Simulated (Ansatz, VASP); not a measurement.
# TiGe in two plane-wave programs, part 2 of 2

Wanted: the spread between two codes on one cell, functional and k mesh. The cell is invented: As first built, before any earlier steps moved the atoms (in the runner's words): it takes the ZrC structure with all of its atoms replaced by other elements, volume scaled by an estimate. It may not be a known or stable phase. The cell is taken from a series of VASP runs on this material, whose earlier steps may have relaxed, scaled or displaced it; both programs get it as it stands.

VASP 6.6.1 and Ansatz 0.2.0.

So far. Step 3 (VASP: band structure, LDA): At this level the cell is under a tension of 7.6 GPa, so at these settings it is away from equilibrium.

### 5. VASP: band structure, PBE, spin-orbit coupling

Level of this step: PBE, spin-orbit coupling; plane waves and PAW (Ge_d, Ti_sv); invented cell (VASP).

A single point gives forces, pressure and levels at one fixed geometry, so differences don't come from the geometry; what else differs is listed under the comparison.

INCAR reads:

```
SYSTEM = TiGe
PREC = Accurate
ENCUT = 410
EDIFF = 1E-06
NELM = 100
ISMEAR = 0
SIGMA = 0.02
LREAL = .FALSE.
ALGO = Normal
GGA = PE
LNONCOLLINEAR = .TRUE.
MAGMOM = 0 0 0 0 0 0
NBANDS = 38
GGA_COMPAT = .FALSE.
LASPH = .TRUE.
LSORBIT = .TRUE.
LMAXMIX = 4
LORBIT = 11
LWAVE = .FALSE.
LCHARG = .FALSE.
KPAR = 4
```

POSCAR reads:

```
TiGe
1.0
    0.0000000000      2.5925336083      2.5925336083
    2.5925336083      0.0000000000      2.5925336083
    2.5925336083      2.5925336083      0.0000000000
Ge Ti
1 1
Direct
    0.0000000000      0.0000000000      0.0000000000
    0.5000000000      0.5000000000      0.5000000000
```

KPOINTS reads:

```
Automatic mesh
0
Gamma
5 5 5
0 0 0
```

KPOINTS_OPT reads:

```
Line mode
16
Line-mode
Reciprocal
  0.00000000   0.00000000   0.00000000 GAMMA
  0.50000000   0.00000000   0.50000000 X

  0.50000000   0.00000000   0.50000000 X
  0.50000000   0.25000000   0.75000000 W

  0.50000000   0.25000000   0.75000000 W
  0.37500000   0.37500000   0.75000000 K

  0.37500000   0.37500000   0.75000000 K
  0.00000000   0.00000000   0.00000000 GAMMA

  0.00000000   0.00000000   0.00000000 GAMMA
  0.50000000   0.50000000   0.50000000 L

  0.50000000   0.50000000   0.50000000 L
  0.62500000   0.25000000   0.62500000 U

  0.62500000   0.25000000   0.62500000 U
  0.50000000   0.25000000   0.75000000 W

  0.50000000   0.25000000   0.75000000 W
  0.50000000   0.50000000   0.50000000 L

  0.50000000   0.50000000   0.50000000 L
  0.37500000   0.37500000   0.75000000 K

  0.62500000   0.25000000   0.62500000 U
  0.50000000   0.00000000   0.50000000 X
```

The projector-augmented-wave data sets are Ge_d and Ti_sv (PBE family, release 64).

Launch:

```console
$ mpirun -np 4 vasp_ncl
```

Numbers of over 12 decimals in the logs are rounded to 6 here.

Output:

```text
[banner, memory and clock lines left out]
running    4 mpi-ranks, on    1 nodes
[...]
LDA part: xc-table for (Slater+PW92), standard interpolation
 POSCAR, INCAR and KPOINTS ok, starting setup
[...]
entering main loop
       N       E                     dE             d eps       ncg     rms          rms(c)
DAV:   1     0.271360932850E+03    0.27136E+03   -0.10885E+04   956   0.277E+03
DAV:   2     0.321282057217E+02   -0.23923E+03   -0.22996E+03   768   0.694E+02
DAV:   3    -0.112308520151E+02   -0.43359E+02   -0.42625E+02   972   0.187E+02
DAV:   4    -0.154314832499E+02   -0.42006E+01   -0.41320E+01  1098   0.555E+01
[...]
DAV:  12    -0.132874661084E+02    0.88738E-05   -0.20045E-05  1062   0.657E-02    0.282E-02
DAV:  13    -0.132874601790E+02    0.59293E-05   -0.10716E-05   796   0.376E-02    0.389E-03
DAV:  14    -0.132874603251E+02   -0.14604E-06   -0.12188E-06   686   0.987E-03
   1 F= -.13287460E+02 E0= -.13287190E+02  d E =-.541622E-03  mag=    -0.0000    -0.0000    -0.0000
 Start KPOINTS_OPT (optional k-point list driver)
k-point batch [1-10\160]
       N       E                     dE             ncg
DAV:   1    -0.106771343488E+04   -0.25599E+04      964
DAV:   2    -0.334034524625E+04   -0.22726E+04      760
DAV:   3    -0.373035862950E+04   -0.39001E+03     1022
DAV:   4    -0.377112643582E+04   -0.40768E+02     1026
DAV:   5    -0.377314884957E+04   -0.20224E+01     1066
DAV:   6    -0.377318746679E+04   -0.38617E-01      976
DAV:   7    -0.377318867683E+04   -0.12100E-02     1074
DAV:   8    -0.377318870500E+04   -0.28175E-04      952
DAV:   9    -0.377318870581E+04   -0.81145E-06      678
[...]
k-point batch [151-160\160]
       N       E                     dE             ncg
DAV:   1    -0.106519625203E+04   -0.10075E+05      978
DAV:   2    -0.335553628290E+04   -0.22903E+04      760
DAV:   3    -0.377428453298E+04   -0.41875E+03      932
DAV:   4    -0.380541368313E+04   -0.31129E+02     1048
[...]
DAV:   8    -0.380769901656E+04   -0.24325E-04      864
DAV:   9    -0.380769901764E+04   -0.10784E-05      710
DAV:  10    -0.380769901770E+04   -0.61365E-07      560
```

Parts of OUTCAR (step 5):

```text
  Total        0.0145017      0.0145017      0.0145017      0.0000000     -0.0000000     -0.0000000
  in kB        0.6666937      0.6666937      0.6666937      0.0000000     -0.0000000     -0.0000000
  external PRESSURE =       0.6666937 kB  Pullay stress =       0.0000000 kB

 POSITION                                       TOTAL-FORCE (eV/Angst)
 -----------------------------------------------------------------------------------
      0.00000      0.00000      0.00000        -0.000000     -0.000000     -0.000000
      2.59253      2.59253      2.59253         0.000000      0.000000      0.000000
 -----------------------------------------------------------------------------------
    total drift:                               -0.000000     -0.000000     -0.000000

  FREE ENERGIE OF THE ION-ELECTRON SYSTEM (eV)
  ---------------------------------------------------
  free  energy   TOTEN  =       -13.2874603251 eV

  energy  without entropy=      -13.2869187031  energy(sigma->0) =      -13.28718951

 magnetization (x)
# of ion       s       p       d       tot
------------------------------------------
    1       -0.000   0.000   0.000  -0.000
    2        0.000  -0.000   0.000   0.000
--------------------------------------------------
tot         -0.000  -0.000   0.000  -0.000

 magnetization (y)
# of ion       s       p       d       tot
------------------------------------------
    1       -0.000   0.000  -0.000  -0.000
    2       -0.000  -0.000   0.000  -0.000
--------------------------------------------------
tot         -0.000  -0.000  -0.000  -0.000

 magnetization (z)
# of ion       s       p       d       tot
------------------------------------------
    1        0.000   0.000   0.000   0.000
    2       -0.000   0.000  -0.000  -0.000
--------------------------------------------------
tot          0.000   0.000  -0.000  -0.000

[... 1 part as in an earlier step ...]

[... 2 further parts left out ...]
[key lines of the parts left out:]
E-fermi :   7.6547
```

The run ends at a pressure of 0.07 GPa.

### 6. Ansatz: band structure, PBE, spin-orbit coupling

The same cell, functional, mesh and smearing now go to Ansatz, which takes its cutoff from its data sets.

The cell is taken from a series of VASP runs on this material, whose earlier steps may have relaxed, scaled or displaced it; both programs get it as it stands.

input.yaml reads:

```yaml
crystal:
  lattice:
    - [0.0, 2.5925336083, 2.5925336083]
    - [2.5925336083, 0.0, 2.5925336083]
    - [2.5925336083, 2.5925336083, 0.0]
  atoms:
    - { symbol: Ge, position: [0.0, 0.0, 0.0] }
    - { symbol: Ti, position: [0.5, 0.5, 0.5] }
hamiltonian:
  xc: pbe
  pseudopotentials: { kind: paw_fr }
magnetization:
  noncollinear: true
  spin_orbit: true
kpoints:
  mp_grid: { grid: [5, 5, 5] }
  band_path:
    path:
      - [0.0, 0.0, 0.0]
      - [0.16667, 0.0, 0.16667]
      - [0.33333, 0.0, 0.33333]
      - [0.5, 0.0, 0.5]
      - [0.5, 0.08333, 0.58333]
      - [0.5, 0.18333, 0.68333]
      - [0.5, 0.25, 0.75]
      - [0.45, 0.3, 0.75]
      - [0.40833, 0.34167, 0.75]
      - [0.35, 0.35, 0.7]
      - [0.225, 0.225, 0.45]
      - [0.075, 0.075, 0.15]
      - [0.03333, 0.03333, 0.03333]
      - [0.23333, 0.23333, 0.23333]
      - [0.4, 0.4, 0.4]
      - [0.51667, 0.46667, 0.51667]
      - [0.55833, 0.38333, 0.55833]
      - [0.60833, 0.28333, 0.60833]
      - [0.60833, 0.25, 0.64167]
      - [0.55833, 0.25, 0.69167]
      - [0.51667, 0.25, 0.73333]
      - [0.5, 0.3, 0.7]
      - [0.5, 0.38333, 0.61667]
      - [0.5, 0.48333, 0.51667]
      - [0.475, 0.475, 0.55]
      - [0.425, 0.425, 0.65]
      - [0.38333, 0.38333, 0.73333]
      - [0.59167, 0.18333, 0.59167]
      - [0.55, 0.1, 0.55]
      - [0.5, 0.0, 0.5]
    npoints: 1
scf:
  occupations: { method: gaussian, width: 0.02 }
  n_extra_bands: 14
output:
  forces: true
  stress: true
  eigenvalues: true
```

Launch:

```console
$ ansatz run input.yaml --threads 2 --pin off --max-ram 4608MiB --backend cpu --events-out ev --progress --plain --runs-dir out
```

Output:

```text
[...]
non-collinear run that drives no moment, with spin-orbit: no starting moment large enough to seed its density (crystal.atoms[].spin), no starting occupations that ask for one, no magnetisation constraint and no magnetic field, so the semilocal B_xc is pinned to zero
Crystal: 2 atoms, lattice volume = 34.850 Å³
[...]
k-point 1: bands = [... 22 lower, 11.8103, 11.8103, 11.8465, 11.8465, 13.0380, 13.0380, 13.0437, 13.0437, ... 10 higher]
  k-point 2: bands = [... 22 lower, 10.7967, 10.7967, 10.8559, 10.8559, 13.7531, 13.7531, 13.7590, 13.7590, ... 10 higher]
  k-point 9: bands = [... 22 lower, 9.9633, 9.9633, 10.8304, 10.8304, 13.6695, 13.6695, 14.1059, 14.1059, ... 10 higher]
[key lines of the parts left out:]
SCF converged after 9 iterations
Magnetization: |M| = 0.0000 μB,  M = (+0.0000, +0.0000, +0.0000) μB
Free energy (F): -6795.749351 eV
Fermi energy:    12.460652 eV
P = ⅓ Tr σ = 0.3944 GPa (3.944 kbar)
```

It took 7.6 s on 2 threads of Arm Neoverse V2, shared host; peak memory 0.41 GiB; 8.5 s of CPU time.

### 7. Differences

What differs besides the data sets and the points named for the pairs above, as far as they apply: spin-orbit coupling enters by fully relativistic files in Ansatz and inside the spheres in VASP. Total energies have different zeros and are not compared.

The two programs side by side:

| quantity | Ansatz | VASP | difference |
| --- | --- | --- | --- |
| pressure (GPa) | 0.39 | 0.07 | +0.33 |

Levels from 3 eV below to 2 eV above the Fermi level differ by 3 meV r.m.s. and 6 meV at most; each VASP level is matched to the nearest of Ansatz, which flatters the figure a little.

### 8. What came out

```
r.m.s. difference of levels near the Fermi level (band structure, LDA)                      : 4.7 meV
r.m.s. difference of levels near the Fermi level (band structure, PBE, spin-orbit coupling) : 3.3 meV
```

**Reading.** The r.m.s. difference of levels near the Fermi level is 4.7 meV (band structure, LDA), within the 80 meV picked in this series as the mark of a large difference. How closely two codes agree says nothing of how well the functional describes the real material.

[Lines on the potential files, build, host, timing and source positions are cut from VASP's logs without a mark.]

[Logs are printed without paths, hosts, clocks, repeated set-up lines and the standing remarks that a program may print on its own settings, such as how far it seeks lower states.]

[Hosts, paths, dates, database ids (printed as entryN), source tags and the programs' standing remarks are cut or masked in the printed files.]
